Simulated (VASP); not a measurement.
KNa3Ge, 5 atoms in the cell. The typed cell holds 5 atoms: a = 5.793 Å, b = 5.793 Å, c = 5.793 Å, α = 90.00°, β = 90.00°, γ = 90.00°. The cell was built by a generator and needn't be a form met in nature. The cell isn't the ideal one: atoms moved at random, drawn with an rms of 0.05 Å.

- Program: VASP 6.6.1
- Task: single point
- Functional: PBE
- Potentials or basis: VASP PAW PBE potentials, release 64 (K_sv, Na_pv, Ge_d)
- Cutoff: 520 eV
- k mesh: 5 × 5 × 5
- Occupations: fermi-dirac, width 0.05 eV
- Spin: no spin polarisation
- Further INCAR settings: ALGO = Normal; EDIFF = 1e-07; NBANDS = 30

Potentials or basis: VASP PAW PBE potentials, release 64 (K_sv, Na_pv, Ge_d).

Run with:

```sh
$ cat potpaw_PBE.64/K_sv/POTCAR potpaw_PBE.64/Na_pv/POTCAR potpaw_PBE.64/Ge_d/POTCAR > POTCAR
$ mpirun -np 1 vasp_std > vasp.out
```

Hardware: 1 thread of Intel(R) Xeon(R) Platinum 8488C (Sapphire Rapids), with other jobs on the host.

Problem. Estimate the wall time of this run.

Solution. Run time: 4.1 min on 1 thread of Intel(R) Xeon(R) Platinum 8488C (Sapphire Rapids), with other jobs on the host, peak memory 0.54 GiB. Counts: scf iterations 16, k points 63.
